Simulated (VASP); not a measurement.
## LaHf7O16 (a cell with a defect): electric field gradients with r2SCAN

The system is LaHf7O16 (a cell with a defect).

```
La Hf O
1.0
     0.00000    5.11500    5.11500
     5.11500    0.00000    5.11500
     5.11500    5.11500    0.00000
La Hf O
1 7 16
Direct
  0.00000 0.00000 0.00000
  0.00000 0.00000 0.50000
  0.00000 0.50000 0.00000
  0.00000 0.50000 0.50000
  0.50000 0.00000 0.00000
  0.50000 0.00000 0.50000
  0.50000 0.50000 0.00000
  0.50000 0.50000 0.50000
  0.13361 0.13361 0.13361
  0.13361 0.13361 0.59916
  0.13361 0.59916 0.13361
  0.13198 0.62267 0.62267
  0.59916 0.13361 0.13361
  0.62267 0.13198 0.62267
  0.62267 0.62267 0.13198
  0.62267 0.62267 0.62267
  0.37733 0.37733 0.37733
  0.37733 0.37733 0.86802
  0.37733 0.86802 0.37733
  0.40084 0.86639 0.86639
  0.86802 0.37733 0.37733
  0.86639 0.40084 0.86639
  0.86639 0.86639 0.40084
  0.86639 0.86639 0.86639
```

```yaml
Program: VASP 6.6.1
Task: electric field gradients
Functional: r2SCAN
Potentials_or_basis: VASP PAW PBE potentials, release 64 (La, Hf_pv, O)
Cutoff: 520 eV
k_mesh: 3 × 3 × 3
Occupations: fermi-dirac, width 0.01 eV
Spin: no spin polarisation
Dipole_correction: no
Charge: -1
Further_INCAR_settings: LREAL = Auto; ALGO = Normal; EDIFF = 1e-08; NBANDS = 106; NELECT = 178.0
```

```yaml
Largest_force: 0.201 eV/Å
Band_gap_on_the_k_mesh: 3.99 eV, direct
```

Forces in eV/Å, atoms in the order of the input:
```
La   0.000  0.000  0.000
Hf   0.000  0.000  0.000
Hf   0.000  0.000  0.000
Hf   0.000  0.000  0.000
Hf   0.000  0.000  0.000
Hf   0.000  0.000  0.000
Hf   0.000  0.000  0.000
Hf   0.000  0.000  0.000
O    0.116  0.116  0.116
O   -0.116 -0.116  0.116
O   -0.116  0.116 -0.116
O   -0.021  0.021  0.021
O    0.116 -0.116 -0.116
O    0.021 -0.021  0.021
O    0.021  0.021 -0.021
O   -0.021 -0.021 -0.021
O    0.021  0.021  0.021
O   -0.021 -0.021  0.021
O   -0.021  0.021 -0.021
O   -0.116  0.116  0.116
O    0.021 -0.021 -0.021
O    0.116 -0.116  0.116
O    0.116  0.116 -0.116
O   -0.116 -0.116 -0.116
```

Levels at points of the mesh, in eV from the valence-band top:
```csv
k point,band 86,band 87,band 88,band 89,band 90,band 91,band 92,band 93
"(0.00, 0.00, 0.00)",-0.61,-0.03,0.00,0.00,3.99,3.99,4.42,4.42
```

Electric field gradients, principal values (V/Å²):
```tsv
atom	Vxx	Vyy	Vzz
1 La	0.000	0.000	0.001
2 Hf	-0.103	-65.199	65.302
3 Hf	-0.103	-65.199	65.302
4 Hf	-0.102	-65.199	65.301
5 Hf	-0.103	-65.199	65.302
6 Hf	-0.102	-65.199	65.301
7 Hf	-0.102	-65.199	65.301
8 Hf	0.000	0.000	-0.001
9 O	10.963	10.963	-21.927
10 O	10.965	10.968	-21.933
11 O	10.965	10.968	-21.933
12 O	8.392	8.395	-16.787
13 O	10.965	10.968	-21.933
14 O	8.392	8.395	-16.787
15 O	8.392	8.395	-16.787
16 O	8.392	8.392	-16.783
17 O	8.392	8.392	-16.783
18 O	8.392	8.395	-16.787
19 O	8.392	8.395	-16.787
20 O	10.965	10.968	-21.933
21 O	8.392	8.395	-16.787
22 O	10.965	10.968	-21.933
23 O	10.965	10.968	-21.933
24 O	10.963	10.963	-21.927
```

It took 24 min on 1 thread of Intel(R) Xeon(R) Platinum 8259CL CPU @ 2.50GHz (Skylake/Cascade Lake), on a shared host, peak memory 0.5 GiB.

Caveat: the cell carries a net charge on a neutralising background, which shifts energy and pressure; the cell is charged against a uniform background, so pressure and absolute levels hang on convention; the PAW data sets were made with another functional, which shifts forces and pressure a little; spin-orbit coupling is left out, which moves the levels of the heavy elements. r2SCAN opens gaps a little over a GGA but as a rule still falls short of measured ones.
